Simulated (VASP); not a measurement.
Input for VASP

File KPOINTS:
```
Automatic mesh
0
Gamma
5 3 3
0 0 0
```

**POSCAR**
```
CaCl2
1.0
  4.1616306900   0.0000000000   0.0000000000
  0.0000000000   6.2700268943   0.0000000000
  0.0000000000   0.0000000000   6.4969586217
Ca Cl
2 4
direct
  0.0000000000   0.0000000000   0.0000000000
  0.5000000000   0.5000000000   0.5000000000
  0.0000000000   0.2770637264   0.3275391814
  0.5000000000   0.7770637264   0.1724608186
  0.5000000000   0.2229362736   0.8275391814
  0.0000000000   0.7229362736   0.6724608186
```

INCAR:
```
ALGO  =  Normal
EDIFF  =  1E-6
EDIFFG  =  -0.02
ENCUT  =  400
IBRION  =  2
ISIF  =  3
ISMEAR  =  0
LASPH  =  .TRUE.
LCHARG  =  .FALSE.
LMIXTAU  =  .TRUE.
LREAL  =  .FALSE.
LWAVE  =  .FALSE.
METAGGA  =  R2SCAN
NELM  =  100
NSW  =  60
PREC  =  Accurate
SIGMA  =  0.05
SYSTEM  =  CaCl2
```

POTCAR, in this order: Ca_sv Cl (PBE.64 set). Program: vasp_std.

Question: Write an equivalent input for Ansatz.

Answer: One equivalent input (not run):
Ansatz 0.2 input:
```yaml
crystal:
  lattice:
    - [4.1616307, 0.0000000, 0.0000000]
    - [0.0000000, 6.2700269, 0.0000000]
    - [0.0000000, 0.0000000, 6.4969586]
  atoms:
    - { symbol: Ca, position: [0.0000000, 0.0000000, 0.0000000] }
    - { symbol: Ca, position: [0.5000000, 0.5000000, 0.5000000] }
    - { symbol: Cl, position: [0.0000000, 0.2770637, 0.3275392] }
    - { symbol: Cl, position: [0.5000000, 0.7770637, 0.1724608] }
    - { symbol: Cl, position: [0.5000000, 0.2229363, 0.8275392] }
    - { symbol: Cl, position: [0.0000000, 0.7229363, 0.6724608] }
kpoints:
  mp_grid: { grid: [5, 3, 3] }
hamiltonian:
  xc: r2scan
  pseudopotentials: { kind: paw }
scf:
  occupations: { method: gaussian, width: 0.05 }
  max_iter: 100
relax:
  max_steps: 60
  f_tol: 0.02
  cell: {}
output: { forces: true, stress: true, eigenvalues: true }
```
The two are equivalent in intent, not identical: each code has its own PAW files, so the cut-off isn't converted (ENCUT is set for VASP's; basis.ecutwfc is left out, and Ansatz then takes the one that its files recommend); Ansatz stops its SCF on the density residual and VASP on the energy change (EDIFF).

The compound is CaCl2 in the sg58 structure. It was relaxed first. The start is the result of an earlier pass.
